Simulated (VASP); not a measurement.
Input:

```
CELL_PARAMETERS angstrom
      2.08335    -3.60847     0.00000
      2.08335     3.60847     0.00000
      0.00000     0.00000     6.64269
ATOMIC_POSITIONS crystal
  Cd 0.00000 0.00000 0.00000
  I  0.33333 0.66667 0.25472
  I  0.66667 0.33333 0.74528
```

Level of theory: LDA (Ceperley-Alder, Perdew-Zunger), VASP's LDA PAW potentials (set 64) (plane waves; VASP). Numerical set-up: 400 eV cut-off, 6×6×3 Γ-centred mesh, Gaussian smearing of 0.050 eV, potentials Cd I.

### Question
Estimate the energy per atom (σ→0).

### Answer

energy per atom (σ→0): -2.390 eV/atom

Total energies compare only between runs with the same potentials, cut-off and functional.

The compound is CdI2 in the 1T layered structure. It was relaxed first, which changed the volume by -6 %. The start is the result of an earlier pass.
